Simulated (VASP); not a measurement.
# CrInF3 (Pm-3m) in VASP: notebook, part 2 of 2

VASP 6.6.1. The steps go on from the part before.

## Step 3: Electric field gradients, PBE+dDsC, collinear spin, zero start

Contents of INCAR:

```
ALGO = Normal
EDIFF = 1E-8
ENCUT = 520
GGA = PE
ISIF = 2
ISMEAR = -1
ISPIN = 2
IVDW = 4
LASPH = T
LCHARG = F
LEFG = T
LMAXMIX = 4
LORBIT = 11
LREAL = F
LWAVE = F
MAGMOM = 0 0 0 0 0
NELM = 150
PREC = Accurate
SIGMA = 0.1
```

Contents of KPOINTS:

```
k-points
0
Gamma
  7 7 7
```

Contents of POSCAR:

```
CrInF3
1.0
    3.9108483800      0.0000000000      0.0000000000
    0.0000000000      3.9108483800      0.0000000000
    0.0000000000      0.0000000000      3.9108483800
Cr In F
1 1 3
Direct
    0.5000000000      0.5000000000      0.5000000000
    0.0000000000      0.0000000000      0.0000000000
    0.5000000000      0.5000000000      0.0000000000
    0.0000000000      0.5000000000      0.5000000000
    0.5000000000      0.0000000000      0.5000000000
```

Potentials or basis: VASP PAW PBE potentials, release 64 (Cr_pv, In_d, F).

On the command line:

```bash
$ cat potpaw_PBE.64/Cr_pv/POTCAR potpaw_PBE.64/In_d/POTCAR potpaw_PBE.64/F/POTCAR > POTCAR
$ mpirun -np 1 vasp_std > vasp.out
```

OUTCAR:

```text
EDIFF = 1E-8
   ENCUT = 520
   GGA = PE
   ISIF = 2
   ISMEAR = -1
   ISPIN = 2
   IVDW = 4
   LASPH = T
   LORBIT = 11
   LREAL = F
   NELM = 150
   PREC = Accurate
  IVDW =   4

 ion  position               nearest neighbor table
   1  0.500  0.500  0.500-   3 1.96   4 1.96   5 1.96   3 1.96   5 1.96   4 1.96   2 3.39   2 3.39
                             2 3.39   2 3.39   2 3.39   2 3.39   2 3.39   2 3.39
   2  0.000  0.000  0.000-   3 2.77   4 2.77   5 2.77   4 2.77   5 2.77   3 2.77   4 2.77   4 2.77
                             3 2.77   5 2.77   5 2.77   3 2.77   1 3.39   1 3.39   1 3.39   1 3.39
   3  0.500  0.500  0.000-   1 1.96   1 1.96   2 2.77   2 2.77   2 2.77   2 2.77
   4  0.000  0.500  0.500-   1 1.96   1 1.96   2 2.77   2 2.77   2 2.77   2 2.77
   5  0.500  0.000  0.500-   1 1.96   1 1.96   2 2.77   2 2.77   2 2.77   2 2.77

  LATTYP: Found a simple cubic cell.
 ALAT       =     3.9108483800

  Lattice vectors:

 A1 = (   3.9108483800,   0.0000000000,   0.0000000000)
 A2 = (   0.0000000000,   3.9108483800,   0.0000000000)
 A3 = (   0.0000000000,   0.0000000000,   3.9108483800)

Analysis of symmetry for initial positions (statically):
=====================================================================
 Subroutine PRICEL returns:
 Original cell was already a primitive cell.

 Routine SETGRP: Setting up the symmetry group for a
 simple cubic supercell.

 Subroutine GETGRP returns: Found 48 space group operations
 (whereof 48 operations were pure point group operations)
 out of a pool of 48 trial point group operations.

The static configuration has the point symmetry O_h .

Analysis of symmetry for dynamics (positions and initial velocities):
=====================================================================
 Subroutine PRICEL returns:
[... 1421 lines left out ...]
 POSITION                                       TOTAL-FORCE (eV/Angst)
 -----------------------------------------------------------------------------------
      1.95542      1.95542      1.95542         0.000000      0.000000      0.000000
      0.00000      0.00000      0.00000         0.000000      0.000000      0.000000
      1.95542      1.95542      0.00000         0.000000      0.000000      0.000000
      0.00000      1.95542      1.95542         0.000000      0.000000      0.000000
      1.95542      0.00000      1.95542         0.000000      0.000000      0.000000
 -----------------------------------------------------------------------------------
    total drift:                                0.000000      0.000000     -0.000000

  FREE ENERGIE OF THE ION-ELECTRON SYSTEM (eV)
  ---------------------------------------------------
  free  energy   TOTEN  =       -25.8039499899 eV

  energy  without entropy=      -25.6122963810  energy(sigma->0) =      -25.70812319

 Electric field gradients (V/A^2)
---------------------------------------------------------------------
 ion       V_xx      V_yy      V_zz      V_xy      V_xz      V_yz
---------------------------------------------------------------------
   1      -0.000    -0.000     0.000    -0.000     0.000     0.000
   2       0.000     0.000    -0.000    -0.000    -0.000    -0.000
   3     -45.481   -45.481    90.962    -0.000     0.000     0.000
   4      90.962   -45.481   -45.481     0.000    -0.000     0.000
   5     -45.481    90.962   -45.481     0.000    -0.000     0.000
---------------------------------------------------------------------

 Electric field gradients after diagonalization (V/A^2)
 (convention: |V_zz| > |V_xx| > |V_yy|)
----------------------------------------------------------------------
 ion       V_xx      V_yy      V_zz     asymmetry (V_yy - V_xx)/ V_zz
----------------------------------------------------------------------
   1       0.000    -0.000    -0.000       1.743
   2       0.000     0.000    -0.000       0.010
   3     -45.481   -45.481    90.962       0.000
   4     -45.481   -45.481    90.962       0.000
   5     -45.481   -45.481    90.962       0.000
----------------------------------------------------------------------

           NMR quadrupolar parameters

 Cq : quadrupolar parameter    Cq=e*Q*V_zz/h
 eta: asymmetry parameters     (V_yy - V_xx)/ V_zz
 Q  : nuclear electric quadrupole moment in mb (millibarn)
----------------------------------------------------------------------
 ion       Cq(MHz)       eta       Q (mb)
----------------------------------------------------------------------
   1      -0.000       1.743       1.000
   2      -0.000       0.010       1.000
   3       0.220       0.000       1.000
   4       0.220       0.000       1.000
   5       0.220       0.000       1.000
----------------------------------------------------------------------

 total charge

# of ion       s       p       d       tot
------------------------------------------
    1        0.213   6.249   4.315  10.776
    2        1.267   0.154   9.868  11.289
    3        1.740   4.376   0.000   6.117
    4        1.740   4.376   0.000   6.117
    5        1.740   4.376   0.000   6.117
--------------------------------------------------
tot          6.701  19.532  14.183  40.416

 magnetization (x)

# of ion       s       p       d       tot
------------------------------------------
    1       -0.000  -0.000  -0.000  -0.000
    2       -0.000  -0.000  -0.000  -0.000
    3       -0.000  -0.000   0.000  -0.000
    4       -0.000  -0.000   0.000  -0.000
    5       -0.000  -0.000   0.000  -0.000
--------------------------------------------------
tot         -0.000  -0.000  -0.000  -0.000
```

It took 50 s on 1 thread of AMD EPYC 9R45 (Zen 5), shared host; peak memory 0.19 GiB.

Results:

```
Free energy                                           : -25.8039 eV
Pressure                                              : 16.1 GPa
Band gap on the k mesh                                : none (metal or under the smearing width)
Net moment                                            : 0.00 μB per cell
Valence electrons inside the program's atomic spheres : Cr 10.78; In 11.29; F 6.12
Hirshfeld charges                                     : Cr +0.34; In +0.37; F -0.24 e
Dispersion energy per atom                            : -0.189 eV
```

Electric field gradients, principal values (V/Å²):
| atom | Vxx | Vyy | Vzz |
| --- | --- | --- | --- |
| 1 Cr | 0.000 | 0.000 | 0.000 |
| 2 In | 0.000 | 0.000 | 0.000 |
| 3 F | -45.481 | -45.481 | 90.962 |
| 4 F | -45.481 | -45.481 | 90.962 |
| 5 F | -45.481 | -45.481 | 90.962 |

Caveat: so large a pressure means that the cell lies far from this level's equilibrium, or that cutoff or potentials fall short; semilocal functionals often make such compounds metallic where correlation or magnetic order opens a gap, which also shifts bond lengths; pairwise dispersion overbinds metals, which lowers pressure and volume. With open d or f shells a metallic result of PBE can be an artefact of self-interaction; +U or a hybrid may open a gap.

## Step 4: Relaxation of the atoms, PBE+D4+U, collinear spin, ferromagnetic start

Contents of INCAR:

```
PREC = Accurate
ENCUT = 600
EDIFF = 1E-6
ISMEAR = 0
SIGMA = 0.05
LREAL = F
LASPH = T
NELM = 100
ALGO = Normal
ISIF = 2
LWAVE = F
LCHARG = F
ISPIN = 2
MAGMOM = 3 0 0 0 0
LORBIT = 11
NUPDOWN = 4
LMAXMIX = 4
LDAU = T
LDAUTYPE = 1
LDAUL = 2 -1 -1
LDAUU = 4.5 0 0
LDAUJ = 0.5 0 0
LDAUPRINT = 1
GGA = PE
IVDW = 13
IBRION = 2
NSW = 60
EDIFFG = -0.02
```

Contents of KPOINTS:

```
Automatic mesh
0
Gamma
  7 7 7
```

Contents of POSCAR:

```
CrInF3
1.0
    3.9108483800      0.0000000000      0.0000000000
    0.0000000000      3.9108483800      0.0000000000
    0.0000000000      0.0000000000      3.9108483800
Cr In F
1 1 3
Selective dynamics
Direct
    0.5000000000      0.5000000000      0.5000000000  F F F
    0.0000000000      0.0000000000      0.0000000000  T T T
    0.5000000000      0.5000000000      0.0000000000  T T T
    0.0000000000      0.5000000000      0.5000000000  T T T
    0.5000000000      0.0000000000      0.5000000000  T T T
```

Potentials or basis: VASP PAW PBE potentials, release 64 (Cr_sv_GW, In_d_GW, F_GW).

On the command line:

```bash
$ cat potpaw_PBE.64/Cr_sv_GW/POTCAR potpaw_PBE.64/In_d_GW/POTCAR potpaw_PBE.64/F_GW/POTCAR > POTCAR
$ mpirun -np 1 vasp_std > vasp.out
```

OUTCAR:

```text
PREC = Accurate
   ENCUT = 600
   EDIFF = 1E-6
   ISMEAR = 0
   LREAL = F
   LASPH = T
   NELM = 100
   ISIF = 2
   ISPIN = 2
   LORBIT = 11
   NUPDOWN = 4
   GGA = PE
   IVDW = 13
   IBRION = 2
   NSW = 60
   EDIFFG = -0.02

 ion  position               nearest neighbor table
   1  0.500  0.500  0.500-   3 1.96   4 1.96   5 1.96   3 1.96   5 1.96   4 1.96
   2  0.000  0.000  0.000-
   3  0.500  0.500  0.000-   1 1.96   1 1.96
   4  0.000  0.500  0.500-   1 1.96   1 1.96
   5  0.500  0.000  0.500-   1 1.96   1 1.96

  LATTYP: Found a simple cubic cell.
 ALAT       =     3.9108483800

  Lattice vectors:

 A1 = (   3.9108483800,   0.0000000000,   0.0000000000)
 A2 = (   0.0000000000,   3.9108483800,   0.0000000000)
 A3 = (   0.0000000000,   0.0000000000,   3.9108483800)

Analysis of symmetry for initial positions (statically):
=====================================================================
 Subroutine PRICEL returns:
 Original cell was already a primitive cell.

 Routine SETGRP: Setting up the symmetry group for a
 simple cubic supercell.

 Subroutine GETGRP returns: Found 48 space group operations
 (whereof 48 operations were pure point group operations)
 out of a pool of 48 trial point group operations.

The static configuration has the point symmetry O_h .

Analysis of symmetry for dynamics (positions and initial velocities):
=====================================================================
 Subroutine PRICEL returns:
 Original cell was already a primitive cell.

 Routine SETGRP: Setting up the symmetry group for a
 simple cubic supercell.

 Subroutine GETGRP returns: Found 48 space group operations
[... 230 lines left out ...]

 E-fermi :   5.8692     XC(G=0): -11.2348

 val. band max:        8.3281071049   @ k =   0.4286   0.1429   0.1429
 cond. band min:       8.3117704323   @ k =   0.4286   0.0000   0.0000
 fundamental gap:     -0.0163366727
 Fermi energy:         8.3749039590

 spin component 1

 k-point     1 :       0.0000    0.0000    0.0000
  band No.  band energies     occupation
      1     -65.4973      1.00000
      2     -36.9519      1.00000
      3     -36.9519      1.00000
      4     -36.9519      1.00000
      5     -19.0034      1.00000
      6     -18.3201      1.00000
[... 649 lines left out ...]
     29      11.1557      0.00000
     30      11.1557      0.00000
 Fermi energy:         5.8691938308

 spin component 2

 k-point     1 :       0.0000    0.0000    0.0000
  band No.  band energies     occupation
      1     -61.6394      1.00000
      2     -33.1681      1.00000
      3     -33.1681      1.00000
      4     -33.1681      1.00000
      5     -18.9123      1.00000
      6     -18.2371      1.00000
[... 649 lines left out ...]
     29      13.7651      0.00000
     30      13.7653      0.00000

------------------------ aborting loop because EDIFF is reached ----------------------------------------

  DFT-D4 for vdW energy calculation

  Edisp (eV):   -1.15637

  FORCE on cell =-STRESS in cart. coord.  units (eV):
  Direction    XX          YY          ZZ          XY          YZ          ZX
  --------------------------------------------------------------------------------------
  -------------------------------------------------------------------------------------
  Total      10.40152    10.40152    10.40152     0.00000     0.00000     0.00000
  in kB     278.60859   278.60859   278.60859     0.00000     0.00000     0.00000
  external pressure =      278.61 kB  Pullay stress =        0.00 kB

 VOLUME and BASIS-vectors are now :
 -----------------------------------------------------------------------------
  energy-cutoff  :      600.00
  volume of cell :       59.82
      direct lattice vectors                 reciprocal lattice vectors
     3.910848380  0.000000000  0.000000000     0.255698995  0.000000000  0.000000000
     0.000000000  3.910848380  0.000000000     0.000000000  0.255698995  0.000000000
     0.000000000  0.000000000  3.910848380     0.000000000  0.000000000  0.255698995

 POSITION                                       TOTAL-FORCE (eV/Angst)
 -----------------------------------------------------------------------------------
      1.95542      1.95542      1.95542         0.000000      0.000000      0.000000
      0.00000      0.00000      0.00000         0.000000      0.000000      0.000000
      1.95542      1.95542      0.00000         0.000000      0.000000      0.000000
      0.00000      1.95542      1.95542         0.000000      0.000000      0.000000
      1.95542      0.00000      1.95542         0.000000      0.000000      0.000000
 -----------------------------------------------------------------------------------
    total drift:                                0.000000     -0.000000     -0.000000

  FREE ENERGIE OF THE ION-ELECTRON SYSTEM (eV)
  ---------------------------------------------------
  free  energy   TOTEN  =       -27.1556003586 eV

  energy  without entropy=      -27.1544590982  energy(sigma->0) =      -27.15502973

 reached required accuracy - stopping structural energy minimisation

 total charge

# of ion       s       p       d       f       tot
--------------------------------------------------
    1        2.066   6.072   3.758   0.025  11.920
    2        1.285   0.159   9.873   0.011  11.327
    3        1.686   4.168   0.000   0.000   5.854
    4        1.686   4.168   0.000   0.000   5.854
    5        1.686   4.168   0.000   0.000   5.854
--------------------------------------------------
tot          8.408  18.735  13.631   0.036  40.810

 magnetization (x)

# of ion       s       p       d       f       tot
--------------------------------------------------
    1        0.013   0.017   3.413   0.001   3.444
    2       -0.001   0.035   0.002   0.001   0.036
    3        0.009   0.008   0.000   0.000   0.017
    4        0.009   0.008   0.000   0.000   0.017
    5        0.009   0.008   0.000   0.000   0.017
--------------------------------------------------
tot          0.039   0.077   3.415   0.002   3.532
```

OSZICAR:

```text
N       E                     dE             d eps       ncg     rms          rms(c)
DAV:   1     0.777028963398E+03    0.77703E+03   -0.25636E+04  3972   0.692E+03
DAV:   2     0.836273728417E+02   -0.69340E+03   -0.66952E+03  4776   0.164E+03
DAV:   3    -0.203311267008E+02   -0.10396E+03   -0.10138E+03  4800   0.471E+02
DAV:   4    -0.283270385911E+02   -0.79959E+01   -0.78639E+01  4800   0.985E+01
DAV:   5    -0.289544154333E+02   -0.62738E+00   -0.61072E+00  4488   0.233E+01    0.194E+01
DAV:   6    -0.267085038119E+02    0.22459E+01   -0.65786E+01  4140   0.137E+02    0.187E+01
DAV:   7    -0.256359410192E+02    0.10726E+01   -0.14399E+01  4362   0.129E+02    0.769E+00
DAV:   8    -0.259536515092E+02   -0.31771E+00   -0.15978E+00  4458   0.247E+01    0.322E+00
DAV:   9    -0.259662767835E+02   -0.12625E-01   -0.37395E-01  4476   0.141E+01    0.172E+00
DAV:  10    -0.259956641291E+02   -0.29387E-01   -0.10037E-01  4352   0.582E+00    0.899E-01
DAV:  11    -0.259967560374E+02   -0.10919E-02   -0.15521E-02  4528   0.288E+00    0.484E-01
DAV:  12    -0.259989951133E+02   -0.22391E-02   -0.10506E-02  4336   0.161E+00    0.142E-01
DAV:  13    -0.259991991617E+02   -0.20405E-03   -0.71802E-04  4332   0.488E-01    0.539E-02
DAV:  14    -0.259992290839E+02   -0.29922E-04   -0.17680E-04  4212   0.306E-01    0.301E-02
DAV:  15    -0.259992326802E+02   -0.35963E-05   -0.14715E-05  3994   0.911E-02    0.112E-02
DAV:  16    -0.259992330060E+02   -0.32584E-06   -0.92496E-06  2964   0.702E-02
   1 F= -.27155600E+02 E0= -.27155030E+02  d E =-.271556E+02  mag=     4.0000
```

Wall time 68 s (1 thread of AMD EPYC 9R45 (Zen 5), shared host); peak memory 0.24 GiB.

Results:

| Item | Value |
| --- | --- |
| Free energy | -27.1556 eV |
| Pressure after relaxing | 27.9 GPa |
| Net moment | 4.00 μB per cell |
| Site moments | Cr +3.44; In +0.04; F +0.02 μB |
| Valence electrons inside the program's atomic spheres | Cr 11.92; In 11.33; F 5.85 |
| Dispersion energy per atom | -0.231 eV |

Final structure:
```yaml
crystal:
  lattice:
    - [3.91085, 0.00000, 0.00000]
    - [0.00000, 3.91085, 0.00000]
    - [0.00000, 0.00000, 3.91085]
  atoms:
    - { symbol: Cr, position: [0.50000, 0.50000, 0.50000] }
    - { symbol: In, position: [0.00000, 0.00000, 0.00000] }
    - { symbol: F, position: [0.50000, 0.50000, 0.00000] }
    - { symbol: F, position: [0.00000, 0.50000, 0.50000] }
    - { symbol: F, position: [0.50000, 0.00000, 0.50000] }
```

Eigenvalues of the final occupation matrices:
```csv
site,spin,trace,eigenvalues
site 1 d,1,3.61,0.49 0.49 0.88 0.88 0.88
site 1 d,2,0.18,0.02 0.02 0.02 0.06 0.06
```

Caveat: the cutoff is under 1.25 times the usual one of these potentials, so pressure, stress and relaxed cells hold a basis-set (Pulay) error; the relaxation stopped at its first step, so nothing moved; the total moment is fixed, so each spin has its own Fermi level; a cell with one magnetic atom can't hold antiferromagnetic order, which such compounds often take.

## Step 5: For comparison

An earlier run on the cell as given: functional PBE; potentials or basis VASP PAW PBE potentials, release 64 (Cr_pv, In_d, F); cutoff 520 eV; k mesh 7 × 7 × 7; occupations fermi-dirac, width 0.05 eV; collinear spin, ferromagnetic start; starting moments [3.0, 0.0, 0.0, 0.0, 0.0] μB.

- Pressure: 29.9 GPa
- Band gap on the k mesh: none (metal or under the smearing width)
- Net moment: 3.98 μB per cell
- Site moments: Cr +3.60; In +0.03; F +0.04 μB
- Valence electrons inside the program's atomic spheres: Cr 10.75; In 11.31; F 6.13

## Step 6: The runs side by side

```tsv
task	level	potentials or basis	spin	U	fixed moment (μB)	cell	cutoff (eV)	smearing	LDAUTYPE	hund's J	atoms held fixed (from 0)	gap on the mesh (eV)	pressure (GPa)	moment (μB)
optical spectrum	RPBE+U	VASP PAW PBE potentials, release 54 (Cr, In, F)	collinear, ferromagnetic start	Cr d U = 5.3 eV	-	volume scaled by 0.96	500	fermi-dirac 0.05 eV	-	-	-	none	45.4	4.00
electric field gradients	PBE+dDsC	VASP PAW PBE potentials, release 64 (Cr_pv, In_d, F)	collinear, zero start	-	-	as given	520	fermi-dirac 0.1 eV	-	-	-	none	16.1	0.00
relaxation of the atoms	PBE+D4+U	VASP PAW PBE potentials, release 64 (Cr_sv_GW, In_d_GW, F_GW)	collinear, ferromagnetic start	Cr d U = 4.5 eV, J = 0.5 eV	4	atoms relaxed	600	gaussian 0.05 eV	1	0.5	[0]	-	27.9	4.00
single point	PBE	VASP PAW PBE potentials, release 64 (Cr_pv, In_d, F)	collinear, ferromagnetic start	-	-	as given	520	fermi-dirac 0.05 eV	-	-	-	none	29.9	3.98
```

Alike in all rows: k mesh 7 × 7 × 7.

Caveats: a cell with one magnetic atom can't hold antiferromagnetic order, which such compounds often take (some runs); semilocal functionals often make such compounds metallic where correlation or magnetic order opens a gap, which also shifts bond lengths (some runs); spectra need much finer meshes, so this one isn't converged (some runs); independent-particle spectra lack excitons (some runs); the intraband (Drude) part of a metal's response may be missing (some runs); the PAW data sets were made with another functional, which shifts forces and pressure a little (some runs); so large a pressure means that the cell lies far from this level's equilibrium, or that cutoff or potentials fall short (some runs).

Absolute energies hang on the potentials; compare differences alone.
